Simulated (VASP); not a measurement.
Consider the following.

```
Ni
1.0
    0.00000     1.68948     1.68948
    1.68948     0.00000     1.68948
    1.68948     1.68948     0.00000
Ni
1
Cartesian
  0.00000   0.00000   0.00000
```
Starting moments (μB, in the order of the record's atoms Ni): 0.6.

These are PBEsol GGA, VASP's PBE PAW potentials (set 64) (plane waves; VASP 6.6.1) values and carry that method's errors. Numerical set-up: 500 eV cut-off, 18×18×18 Γ-centred mesh, first-order Methfessel-Paxton smearing of 0.10 eV, potentials Ni.

Energy and stress use the plane-wave basis of the starting cell.

Q: The ions, cell shape and volume at an external pressure of 30.0 GPa are relaxed. Give the cell that the relaxation ends in.

A: 
```
Ni
1.0
    0.00000     1.67321     1.67321
    1.67321     0.00000     1.67321
    1.67321     1.67321     0.00000
Ni
1
Cartesian
  0.00000   0.00000   0.00000
```
Space group Fm-3m (225), at a tolerance of 0.03 Å. The cell ends with 0.60 μB, on the sites 0.60 μB.

Q: How do energy and volume change from the first to the last step?

A: The energy (σ→0) changes by +42.5 meV/atom and the volume by -2.9 %, in 3 ionic steps.

The compound is Ni in the fcc structure. This run relaxes it under an external pressure of 30 GPa. Symmetry was kept, so distortions that lower it aren't found.
